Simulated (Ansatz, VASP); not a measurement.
## Cross-check of GaSb between VASP and Ansatz

Wanted: the spread between two codes on one cell, functional and k mesh. The structure shown is the end of the Ansatz relaxation below.

Main program and level: Ansatz 0.2.0; plane waves, with VASP 6.6.1 beside it; single point at PBEsol.

**1. The starting structure**

Symmetry: F-43m, No. 216, cubic system. Conventional cell: a = 6.071 Å, b = 6.071 Å, c = 6.071 Å, α = 90.00°, β = 90.00°, γ = 90.00°. Ga has 4 Sb at 2.63 Å nearest. Nearest to Sb lie 4 Ga at 2.63 Å. Farther neighbours are not listed.

**2. Ansatz: relaxation, PBEsol**

Ansatz runs on its PAW soft_1 files.

This run makes the geometry at which the two programs are then compared.

Input file input.yaml:

```yaml
crystal:
  lattice:
    - [0.0, 3.0352816025, 3.0352816025]
    - [3.0352816025, 0.0, 3.0352816025]
    - [3.0352816025, 3.0352816025, 0.0]
  atoms:
    - { symbol: Ga, position: [1.60955e-05, 1.60955e-05, 1.60955e-05] }
    - { symbol: Sb, position: [0.7499839045, 0.7499839045, 0.7499839045] }
kpoints:
  mp_grid: { grid: [12, 12, 12], shift: [0.5, 0.5, 0.5] }
hamiltonian:
  xc: pbesol
  pseudopotentials: { kind: paw, azcp: { folder: soft_1 }, xc_functional: pbe }
scf:
  occupations: { method: gaussian, width: 0.015 }
output:
  forces: true
  stress: true
  eigenvalues: true
relax:
  adjacent_minimum: "off"
  f_tol: 0.001
  max_steps: 60
  cell: { stress_tol: 0.01, fix: [volume] }
```

On the command line:

```
$ ansatz run input.yaml --threads 4 --pin off --max-ram 10240MiB --backend cpu --events-out ev --progress --plain --runs-dir out
```

Numbers of over 12 decimals in the logs are rounded to 6 here.

Output:

```text
Engine: ansatz 0.2.0, x86_64-unknown-linux-gnu
Pseudopotentials: kind: paw
Pseudopotential: Ga, paw, valence charge 13, recommended cutoff 420 eV (normal), soft_1/Ga.paw.azcp
Pseudopotential: Sb, paw, valence charge 15, recommended cutoff 420 eV (normal), soft_1/Sb.paw.azcp
Functional definition: PBEsol
  exchange = pbesol_x
  correlation = pbesol_c
Crystal: 2 atoms, lattice volume = 55.928 Å³
Basis set: ecut = 420 eV, 1067 PW (Γ), exchange–correlation on 60×60×60 points (8 copies of the dense FFT grid, shifted against one another)
Bands: 18, of which v1, the nominal top of the filled ones, is band 14 counted from 1 (13 counted from 0)
Symmetry: 6 space group operations
Space group: R3m (ITA 160), of the structure as read, at distance tolerance 3.8e-5 Å
k-points: 182 of 1728 (time reversal used)
Non-local potential: Ga, projectors of the file, l = 0: 2, l = 1: 2, l = 2: 3, l = 3: 1
Non-local potential: Sb, projectors of the file, l = 0: 2, l = 1: 2, l = 2: 2, l = 3: 1
PAW form: soft (Blöchl's): semilocal exchange-correlation on the pseudo side does not see the compensation charge
PAW frozen core: Ga, regenerated for the run's functional, and the local potential with it (the file was generated under x = pbe(κ = 0.804, μ = 0.219515), c = pbe(β = 0.066725))
PAW frozen core: Sb, regenerated for the run's functional, and the local potential with it (the file was generated under x = pbe(κ = 0.804, μ = 0.219515), c = pbe(β = 0.066725))
PAW one-centre angular grid: Ga, 590 points (default); XC on 64 Gauss nodes
PAW one-centre angular grid: Sb, 590 points (default); XC on 64 Gauss nodes
Initial density: superposition of atomic densities (chi_scale 0.1, normalization cell, long waves kept (reshape's long-wave potential 0.00 eV rms))
Initial wavefunctions: pseudopotential atomic-orbital guess
Functional: x = pbesol(κ = 0.804, μ = 0.123457), c = pbesol(β = 0.046)
SCF iter   1: F=—  HF=-10151.698453 eV  |F-HF|=—  |Δ(HF+E_count)|=         —  Δρ=3.22e-2  dr2=4.15e-1  ethr=3.10e-3  ⟨swp⟩=6.0  Hψ=17905  notcnv=0
preconditioner: auto → none  [insulator: Δε(μ)=0.452 eV  Ē_g=14.815 eV  σ=0.015 eV  W_gap=1.00  n_scr=14 (ndim 8)  ℏωp=21.1 eV  f_vac=0.005  D(μ)=0.00/eV (n_scr^D=0)  ε∞_Penn≈3.0]
SCF iter   2: F=—  HF=-10151.621116 eV  |F-HF|=—  |Δ(HF+E_count)|=   7.73e-2  Δρ=1.47e-2  dr2=7.03e-2  ethr=1.48e-3  ⟨swp⟩=2.0  Hψ=5464  notcnv=0
SCF iter   3: F=—  HF=-10151.619456 eV  |F-HF|=—  |Δ(HF+E_count)|=   1.66e-3  Δρ=4.92e-3  dr2=1.26e-2  ethr=2.51e-4  ⟨swp⟩=2.0  Hψ=5647  notcnv=0
SCF iter   4: F=—  HF=-10151.613826 eV  |F-HF|=—  |Δ(HF+E_count)|=   5.63e-3  Δρ=8.57e-4  dr2=2.24e-4  ethr=4.49e-5  ⟨swp⟩=3.0  Hψ=6344  notcnv=0
SCF iter   5: F=—  HF=-10151.613784 eV  |F-HF|=—  |Δ(HF+E_count)|=   4.15e-5  Δρ=3.66e-4  dr2=2.59e-5  ethr=8.00e-7  ⟨swp⟩=2.0  Hψ=5284  notcnv=0
SCF iter   6: F=—  HF=-10151.613788 eV  |F-HF|=—  |Δ(HF+E_count)|=   4.12e-6  Δρ=3.61e-5  dr2=6.14e-7  ethr=9.24e-8  ⟨swp⟩=2.0  Hψ=5667  notcnv=0
SCF iter   7: F=-10151.613788 eV  HF=-10151.613788 eV  |F-HF|=2.08e-8  |Δ(HF+E_count)|=   3.35e-7  Δρ=6.93e-6  dr2=2.35e-8  ethr=3.57e-10  ⟨swp⟩=7.0  Hψ=17140  notcnv=0
SCF 1 converged in 7 iterations: F = -10151.613788 eV  dr2 = 2.35e-8
  greatest PAW one-centre occupation: 0.996 electrons in one spin orbital (limit 2), on the Sb atom at site 1 (counted from 0), in its partial waves of l = 2
relax step   1: F+E_penalty+E_count = -10151.61378782 eV  Δ(F+E_penalty+E_count) = +0.000e0 eV  max|allowed force component| = 3.045e-4 eV/Å  Δτ_max = 0.0000 Å  P = +1.096 GPa  Ω = 55.928 Å³  fix = [volume]  reactions: volume +1.096 GPa  (7 SCF iters, dr2 threshold 1.00e-7 eV, accepted)
[...]
relax step   2: F+E_penalty+E_count = -10151.61378812 eV  Δ(F+E_penalty+E_count) = -2.995e-7 eV  max|allowed force component| = 5.617e-5 eV/Å  Δτ_max = 0.0001 Å  P = +1.096 GPa  Ω = 55.928 Å³  energy of the carried Pulay correction = -5.070e-10 eV  fix = [volume]  reactions: volume +1.096 GPa  (4 SCF iters, dr2 threshold 3.22e-10 eV, accepted)
[...]
relax step   3: F+E_penalty+E_count = -10151.61378834 eV  Δ(F+E_penalty+E_count) = -2.134e-7 eV  max|allowed force component| = 5.563e-5 eV/Å  Δτ_max = 0.0000 Å  P = +1.096 GPa  Ω = 55.928 Å³  fix = [volume]  reactions: volume +1.096 GPa  stress off target by 2.25e-3 GPa on what of the cell is left free  SCF on the basis re-selected at this cell (its energy is not comparable with the rows above)  (5 SCF iters)
basis re-selected at this cell: Δ(F+E_penalty+E_count) = -2.134e-7 eV, ΔP = -0.000 GPa vs the last step (what re-selecting the basis moved, of the pressure what is left beyond the Pulay correction that the steps carried, after the strain that the cell walked since its last selection, with what the two solves' SCF thresholds leave and, on support functions, any second-order correction that the steps lacked; it is no m [...]
SCF converged after 5 iterations
Free energy (F): -10151.613788 eV
Harris-Foulkes:  -10151.613788 eV  (|F-HF|=3.64e-12)
Internal energy: -10151.613788 eV  (E = F + TS)
E sigma→0 (E₀):  -10151.613788 eV
Fermi energy:    8.172673 eV
--- Per-component energies (eV) ---
  E_band       = -254.168169
  E_kinetic    = 276.314656
  E_local      = -3350.374945  (includes V_loc(G=0)·N_el)
  E_nonlocal   = 299.897127
  E_hartree    = 1716.372397
  E_xc         = -160.633483
  E_vxc        = -146.415507  (∫ρ·V_xc dr)
  E_paw        = -6420.977062  (= ΣΔE_a)
  E_vpaw       = -766.334217  (= ΣTr[D̂ρ^β])
  E_aug_tail   = -0.000065  (compensation charges beyond the density's cutoff)
  E_ewald      = -2513.407247
  E_core_change = 1.194834  (= ΣΔE_core)
  E_smearing   = -0.000000  (= −TS)
  E_closure    = 0.000000  (closes the sum)
  Σ components = -10151.613788   (vs F -10151.613788, Δ=0.00e0)
--- Forces (eV/Å), atoms counted from 1 ---
  atom   1  Ga    -0.00005565    -0.00005565    -0.00005565
  atom   2  Sb     0.00005560     0.00005560     0.00005560
  max |Σ_I F_I| component: 4.95e-8 eV/Å
--- Stress (GPa, compression-positive) ---
        1.095565       0.001127       0.001127
        0.001127       1.095565       0.001127
        0.001127       0.001127       1.095565
  P = ⅓ Tr σ = 1.0956 GPa (10.956 kbar)
--- Band table (eV; the first three rows and the last of 182) ---
  k-point 0: bands = [... 10 lower, -3.6640, 7.4010, 7.9501, 7.9501, 8.6093, 10.7967, 10.7967, 10.8060]
  k-point 1: bands = [... 10 lower, -3.5660, 6.3677, 7.5775, 7.8904, 9.1513, 10.8915, 10.9295, 11.3735]
  k-point 2: bands = [... 10 lower, -3.3265, 4.9969, 7.2073, 7.6306, 9.1694, 11.2318, 11.4278, 12.2778]
  k-point 181: bands = [... 10 lower, -1.9433, 1.5185, 6.1311, 6.6970, 9.0111, 11.5799, 11.9455, 14.6790]
--- Relaxed structure (2 steps of the walk, 2 accepted, 1 SCFs on fresh bases) ---
  F+E_penalty+E_count = -10151.61378834 eV   max|allowed force component| = 5.563e-5 eV/Å   (the final SCF, on the basis selected at the relaxed cell)
  cell:  # Å, volume = 55.9277 Å³
    - [-0.000453011, 3.035055, 3.035055]
    - [3.035055, -0.000453011, 3.035055]
    - [3.035055, 3.035055, -0.000453011]
  atoms:
    - { symbol: Ga, position: [2.511955911930754e-5, 2.511955911930754e-5, 2.511955911930754e-5] }
    - { symbol: Sb, position: [0.749975, 0.749975, 0.749975] }
```

Reading the cycles: dr2 is the Hartree energy of the density residual (eV), the measure of convergence; HF is the Harris–Foulkes estimate of the energy, which meets the free energy F at convergence.

(Part 1 of 5 ends here.)

[Lines on the potential files, build, host, timing and source positions are cut from VASP's logs without a mark.]

[Logs are printed without paths, hosts, clocks, repeated set-up lines and the standing remarks that a program may print on its own settings, such as how far it seeks lower states.]

[Hosts, paths, dates, database ids (printed as entryN), source tags and the programs' standing remarks are cut or masked in the printed files.]
